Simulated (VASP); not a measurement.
Energy against volume of HgTe (zinc blende). These are PBE GGA with D3 dispersion (zero damping), VASP's PBE PAW potentials (set 64) (plane waves; VASP 6.6.1) values and carry that method's errors. Settings: 520 eV cut-off, 10×10×10 Γ-centred mesh, first-order Methfessel-Paxton smearing of 0.10 eV, potentials Hg Te.

| V (Å³/atom) | E (eV/atom) |
|---|---|
| 33.030 | -2.08687 |
| 34.084 | -2.10053 |
| 35.138 | -2.10474 |
| 36.192 | -2.10113 |

Fit these four points and predict the energy of the run at 37.246 Å³/atom.

A cubic in V^(−2/3), the third-order Birch-Murnaghan form, passes through the four points with V0 = 35.15 Å³/atom and B0 = 39 GPa, and gives -2.0911 eV/atom there. The run gave -2.0911 eV/atom, -0.0 meV/atom from the fit; all five points give B0 = 39 GPa.

The compound is HgTe in the zinc blende structure. It was relaxed first.
